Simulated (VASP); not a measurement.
# Si2B2W (P6/mmm) in VASP: further runs

The runs below take Si2B2W through single point, relaxation of cell and atoms, with PBE.

Everything below comes from runs of VASP 6.6.1. Logs are shortened: lines on timing, memory, paths and dates and some standing lists are left out, and cuts for length are marked.

## (1) The cell of the first run

The structure is hexagonal, space group P6/mmm (No. 191). Conventional cell: a = 3.837 Å, b = 3.837 Å, c = 4.792 Å, α = 90.00°, β = 90.00°, γ = 120.00°. Around Si (site symmetry -6m2) lie 3 Si at 2.22 Å and 2 B at 2.40 Å. B (site symmetry -6m2) has 3 W at 2.22 Å and 3 B at 2.22 Å and 2 Si at 2.40 Å as nearest neighbours. Around W (site symmetry 6/mmm) lie 6 B at 2.22 Å.

The cell was built by a generator and needn't be a form met in nature.

## (2) Single point, PBE (random cell by space group and Wyckoff sites (P6/mmm, No. 191))

File INCAR:

```
PREC = Accurate ; ENCUT = 520
EDIFF = 1E-6 ; ISMEAR = 0
SIGMA = 0.1 ; LREAL = False
LASPH = True ; NELM = 60
ALGO = Normal ; ISIF = 2
LWAVE = False ; LCHARG = False
GGA = PE ; NBANDS = 22
```

File KPOINTS:

```
Automatic mesh
0
Gamma
  6 6 4
```

File POSCAR:

```
Si2B2W
1.0
    3.8367866300      0.0000000000      0.0000000000
   -1.9183933100      3.3227546900      0.0000000000
    0.0000000000      0.0000000000      4.7922590800
Si B W
2 2 1
Direct
    0.3333333300      0.6666666700      0.5000000000
    0.6666666700      0.3333333300      0.5000000000
    0.3333333300      0.6666666700      0.0000000000
    0.6666666700      0.3333333300      0.0000000000
    0.0000000000      0.0000000000      0.0000000000
```

Potentials or basis: VASP PAW PBE potentials, release 64 (Si, B, W_sv).

Started as:

```
$ cat potpaw_PBE.64/Si/POTCAR potpaw_PBE.64/B/POTCAR potpaw_PBE.64/W_sv/POTCAR > POTCAR
$ mpirun -np 1 vasp_std > vasp.out
```

OUTCAR:

```text
PREC = Accurate
   ENCUT = 520
   EDIFF = 1E-6
   ISMEAR = 0
   LREAL = False
   LASPH = True
   NELM = 60
   ISIF = 2
   GGA = PE

 ion  position               nearest neighbor table
   1  0.333  0.667  0.500-   2 2.22   2 2.22   2 2.22   3 2.40   3 2.40   5 3.26   5 3.26   5 3.26
                             5 3.26   5 3.26   5 3.26
   2  0.667  0.333  0.500-   1 2.22   1 2.22   1 2.22   4 2.40   4 2.40   5 3.26   5 3.26   5 3.26
                             5 3.26   5 3.26   5 3.26
   3  0.333  0.667  0.000-   5 2.22   5 2.22   5 2.22   1 2.40   1 2.40
   4  0.667  0.333  0.000-   5 2.22   5 2.22   5 2.22   2 2.40   2 2.40
   5  0.000  0.000  0.000-   3 2.22   4 2.22   3 2.22   4 2.22   4 2.22   3 2.22   1 3.26   2 3.26
                             1 3.26   2 3.26   2 3.26   1 3.26   2 3.26   1 3.26   2 3.26   1 3.26

  LATTYP: Found a hexagonal cell.
 ALAT       =     3.8367866300
 C/A-ratio  =     1.2490293420

  Lattice vectors:

 A1 = (   3.8367866300,   0.0000000000,   0.0000000000)
 A2 = (  -1.9183933100,   3.3227546900,   0.0000000000)
 A3 = (   0.0000000000,   0.0000000000,   4.7922590800)

Analysis of symmetry for initial positions (statically):
=====================================================================
 Subroutine PRICEL returns:
 Original cell was already a primitive cell.

 Routine SETGRP: Setting up the symmetry group for a
 hexagonal supercell.

 Subroutine GETGRP returns: Found 24 space group operations
 (whereof 24 operations were pure point group operations)
 out of a pool of 24 trial point group operations.

The static configuration has the point symmetry D_6h.

Analysis of symmetry for dynamics (positions and initial velocities):
=====================================================================
 Subroutine PRICEL returns:
 Original cell was already a primitive cell.

 Routine SETGRP: Setting up the symmetry group for a
 hexagonal supercell.

 Subroutine GETGRP returns: Found 24 space group operations
 (whereof 24 operations were pure point group operations)
 out of a pool of 24 trial point group operations.

The dynamic configuration has the point symmetry D_6h.

 Subroutine INISYM returns: Found 24 space group operations
 (whereof 24 operations are pure point group operations),
 and found     1 'primitive' translations

----------------------------------------------------------------------------------------

                                     Primitive cell

  volume of cell :      61.0951

  direct lattice vectors                    reciprocal lattice vectors
     3.836786630  0.000000000  0.000000000     0.260634770  0.150477554  0.000000000
    -1.918393310  3.322754690  0.000000000     0.000000000  0.300955109  0.000000000
     0.000000000  0.000000000  4.792259080     0.000000000  0.000000000  0.208669853

  length of vectors
     3.836786630  3.836786627  4.792259080     0.300955109  0.300955109  0.208669853

  position of ions in fractional coordinates (direct lattice)
     0.333333330  0.666666670  0.500000000
     0.666666670  0.333333330  0.500000000
     0.333333330  0.666666670  0.000000000
     0.666666670  0.333333330  0.000000000
     0.000000000  0.000000000  0.000000000

  ion indices of the primitive-cell ions
   primitive index   ion index
                 1           1
                 2           2
                 3           3
                 4           4
                 5           5

----------------------------------------------------------------------------------------

 KPOINTS: Automatic mesh

Automatic generation of k-mesh.
 Grid dimensions read from file:
 generate k-points for:    6    6    4

 Generating k-lattice:

  Cartesian coordinates                     Fractional coordinates (reciprocal lattice)
     0.043439128  0.025079592  0.000000000     0.166666667  0.000000000  0.000000000
     0.000000000  0.050159185  0.000000000     0.000000000  0.166666667  0.000000000
     0.000000000  0.000000000  0.052167463     0.000000000  0.000000000  0.250000000

  Length of vectors
     0.050159185  0.050159185  0.052167463

  Shift w.r.t. Gamma in fractional coordinates (k-lattice)
     0.000000000  0.000000000  0.000000000

 Subroutine IBZKPT returns following result:
 ===========================================

 Found     21 irreducible k-points:

 Following reciprocal coordinates:
            Coordinates               Weight
  0.000000  0.000000  0.000000      1.000000
  0.166667 -0.000000  0.000000      6.000000
  0.333333 -0.000000  0.000000      6.000000
  0.500000 -0.000000  0.000000      3.000000
  0.166667  0.166667  0.000000      6.000000
  0.333333  0.166667  0.000000     12.000000
[... 13 lines left out ...]
  0.333333  0.166667  0.500000     12.000000
  0.333333  0.333333  0.500000      2.000000
   k-points           NKPTS =     21   k-points in BZ     NKDIM =     21   number of bands    NBANDS=     22
   number of dos      NEDOS =    301   number of ions     NIONS =      5
   total plane-waves  NPLWV =  32400
   dimension x,y,z NGX =    30 NGY =   30 NGZ =   36
   dimension x,y,z NGXF=    60 NGYF=   60 NGZF=   72
   ions per type =               2   2   1
   NGX,Y,Z   is equivalent  to a cutoff of  13.00, 13.00, 12.49 a.u.
   NGXF,Y,Z  is equivalent  to a cutoff of  26.00, 26.00, 24.98 a.u.
 SYSTEM =  unknown system
   PREC   = accura    normal or accurate (medium, high low for compatibility)
   ISTART =      0    job   : 0-new  1-cont  2-samecut
   ICHARG =      2    charge: 1-file 2-atom 10-const
   ISPIN  =      1    spin polarized calculation?
   LNONCOLLINEAR =      F non collinear calculations
   LSORBIT =      F    spin-orbit coupling
   LASPH  =      T    aspherical Exc in radial PAW
   ENCUT  =  520.0 eV  38.22 Ry    6.18 a.u.   7.13  7.13  8.91*2*pi/ulx,y,z
   NELM   =     60;   NELMIN=  2; NELMDL= -5     # of ELM steps
   EDIFF  = 0.1E-05   stopping-criterion for ELM
   LREAL  =      F    real-space projection
   EDIFFG = 0.1E-04   stopping-criterion for IOM
   NSW    =      0    number of steps for IOM
   IBRION =     -1    ionic relax: 0-MD 1-quasi-New 2-CG
   NFREE  =      0    steps in history (QN), initial steepest desc. (CG)
   ISIF   =      2    stress and relaxation
   ISYM   =      2    0-nonsym 1-usesym 2-fastsym
   POTIM  = 0.5000    time-step for ionic-motion
   TEBEG  =    0.0;   TEEND  =   0.0 temperature during run
   PSTRESS=    0.0 pullay stress
   NELECT =      28.0000    total number of electrons
   NUPDOWN=      -1.0000    fix difference up-down
   EMIN   =  10.00;   EMAX   =-10.00  energy-range for DOS
   EFERMI =   0.00;   METHOD = LEGACY
   ISMEAR =     0;   SIGMA  =   0.10  broadening in eV -4-tet -1-fermi 0-gaus
   EFERMI_NEDOS =   21; number of points for ismear=-14 and -15
   IALGO  =     38    algorithm
   IMIX   =      4    mixing-type and parameters
     AMIX     =   0.40;   BMIX     =  1.00
     AMIX_MAG =   1.60;   BMIX_MAG =  1.00
  volume/ion in A,a.u.               =      12.22        82.46
  Fermi-wavevector in a.u.,A,eV,Ry     =   1.262192  2.385197 21.675832  1.593129
  Thomas-Fermi vector in A             =   2.395613
   LORBIT       =      0    0 simple, 1 ext, 2 COOP (PROOUT), +10 PAW based schemes
   GGA     = PE    functional components
   LHFCALC =     F    Hartree Fock is set to
   AEXX    =    0.0000 exact exchange contribution
   IVDW    =     0    specifies the selected vdW correction
   LEPSILON=     F    determine dielectric tensor
   LRPA    =     F    only Hartree local field effects (RPA)
 non-spin polarized calculation
 Gauss-broadening in eV      SIGMA  =   0.10
  energy-cutoff  :      520.00
  volume of cell :       61.10
 maximum number of plane-waves:      1672
 NGX is ok and might be reduce to    30
   NGX = 15   NGY = 15   NGZ = 17

 number of electron      28.0000000 magnetization

 Free energy of the ion-electron system (eV)
  ---------------------------------------------------
  ext. energy  EPLUGINS =         0.00000000
  ---------------------------------------------------
  free energy    TOTEN  =       -31.34210574 eV

  energy without entropy =      -31.31507672  energy(sigma->0) =      -31.32859123

 E-fermi :   9.0513     XC(G=0): -11.7854

 val. band max:        9.0494969672   @ k =   0.3333   0.3333   0.2500
 cond. band min:       9.1110188250   @ k =   0.0000   0.0000   0.0000
 fundamental gap:      0.0615218579
 Fermi energy:         9.0513056915

 k-point     1 :       0.0000    0.0000    0.0000
  band No.  band energies     occupation
      1     -64.4846      2.00000
      2     -28.9211      2.00000
      3     -28.7341      2.00000
      4     -28.7341      2.00000
      5      -4.6465      2.00000
      6       0.2029      2.00000
[... 14 lines left out ...]
     21      14.4080      0.00000
     22      15.4436      0.00000

 k-point     2 :       0.1667   -0.0000    0.0000
  band No.  band energies     occupation
      1     -64.4843      2.00000
      2     -28.9195      2.00000
      3     -28.7489      2.00000
      4     -28.7388      2.00000
      5      -4.2701      2.00000
      6       0.5790      2.00000
[... 14 lines left out ...]
     21      15.1672      0.00000
     22      16.0981      0.00000

 k-point     3 :       0.3333   -0.0000    0.0000
  band No.  band energies     occupation
      1     -64.4838      2.00000
      2     -28.9163      2.00000
      3     -28.7782      2.00000
      4     -28.7480      2.00000
      5      -3.2014      2.00000
      6       0.3946      2.00000
[... 14 lines left out ...]
     21      15.5658      0.00000
     22      16.8581      0.00000
[... 401 lines left out ...]
 k-point    20 :       0.3333    0.1667    0.5000
  band No.  band energies     occupation
      1     -64.4836      2.00000
      2     -28.9161      2.00000
      3     -28.7858      2.00000
      4     -28.7593      2.00000
      5      -1.5247      2.00000
      6      -0.2223      2.00000
[... 14 lines left out ...]
     21      15.3764      0.00000
     22      16.5133      0.00000

 k-point    21 :       0.3333    0.3333    0.5000
  band No.  band energies     occupation
      1     -64.4834      2.00000
      2     -28.9153      2.00000
      3     -28.7774      2.00000
      4     -28.7774      2.00000
      5      -0.3990      2.00000
      6      -0.3990      2.00000
[... 14 lines left out ...]
     21      16.8802      0.00000
     22      17.0500      0.00000

------------------------ aborting loop because EDIFF is reached ----------------------------------------

  FORCE on cell =-STRESS in cart. coord.  units (eV):
  Direction    XX          YY          ZZ          XY          YZ          ZX
  --------------------------------------------------------------------------------------
  -------------------------------------------------------------------------------------
  Total        7.3119778      7.3119778      0.4170277      0.0000000      0.0000000     -0.0000000
  in kB      191.7517030    191.7517030     10.9362709      0.0000003      0.0000000     -0.0000000
  external PRESSURE =     131.4798923 kB  Pullay stress =       0.0000000 kB

 VOLUME and BASIS-vectors are now :
 -----------------------------------------------------------------------------
  energy-cutoff  :      520.00
  volume of cell :       61.10
      direct lattice vectors                 reciprocal lattice vectors
     3.836786630  0.000000000  0.000000000     0.260634770  0.150477554  0.000000000
    -1.918393310  3.322754690  0.000000000     0.000000000  0.300955109  0.000000000
     0.000000000  0.000000000  4.792259080     0.000000000  0.000000000  0.208669853

 POSITION                                       TOTAL-FORCE (eV/Angst)
 -----------------------------------------------------------------------------------
     -0.00000      2.21517      2.39613        -0.000000     -0.000000      0.000000
      1.91839      1.10758      2.39613         0.000000     -0.000000     -0.000000
     -0.00000      2.21517      0.00000        -0.000000      0.000000      0.000000
      1.91839      1.10758      0.00000         0.000000     -0.000000      0.000000
      0.00000      0.00000      0.00000        -0.000000      0.000000      0.000000
 -----------------------------------------------------------------------------------
    total drift:                                0.000000     -0.000000     -0.000000

  FREE ENERGIE OF THE ION-ELECTRON SYSTEM (eV)
  ---------------------------------------------------
  free  energy   TOTEN  =       -31.3421057374 eV

  energy  without entropy=      -31.3150767231  energy(sigma->0) =      -31.32859123
```

Run time: 19 s. Hardware: 1 thread of Intel Xeon Platinum 8488C (Sapphire Rapids), shared host; peak memory 0.19 GiB.

Results:

| Item | Value |
| --- | --- |
| Free energy | -31.3421 eV |
| Pressure | 13.1 GPa |
| Band gap on the k mesh | none (metal or under the smearing width) |

Stress tensor (GPa, compression positive):
```
19.18  0.00  0.00
 0.00 19.18  0.00
 0.00  0.00  1.09
```

[end of part 1 of 2]
